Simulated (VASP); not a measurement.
Consider the following.

```
GaInN2
1.0
    3.41966    -5.83395     0.00000
    1.67126     2.89471     0.00000
    0.00000     0.00000     5.40922
In N Ga
2 4 2
Cartesian
  1.74933  -1.00998   2.69532
  1.63176   0.98771   5.39993
  1.81764  -1.04942   4.83386
  1.56345   1.02715   2.12925
  3.28670  -3.82739   4.67307
  3.51405  -2.02883   1.96846
  3.38764  -3.88567   2.69475
  3.41311  -1.97056   5.39936
```

Computed with PBEsol GGA, VASP's PBE PAW potentials (set 64) (plane waves; VASP). Run with 520 eV cut-off, 4×9×5 Γ-centred mesh, tetrahedra with Blöchl corrections, potentials In_d N Ga_d.

Unless said otherwise, spin-orbit coupling is left out, though it shifts the bands of the heavy elements here.

Problem. Estimate the energy per atom (σ→0), band gap (on the k-mesh) with the smallest direct gap where there is one.

Solution. 
| Property | Result |
|---|---|
| band gap (on the k-mesh) | 0.42 eV |
| smallest direct gap (on the k-mesh) | 0.42 eV |
| energy per atom (σ→0) | -6.130 eV/atom |

Total energies compare only between runs with the same potentials, cut-off and functional.

The structure was generated: Ga2In2N4 was put into an ordered model structure (Pmn2_1), which need not be its known phase. It was relaxed first.
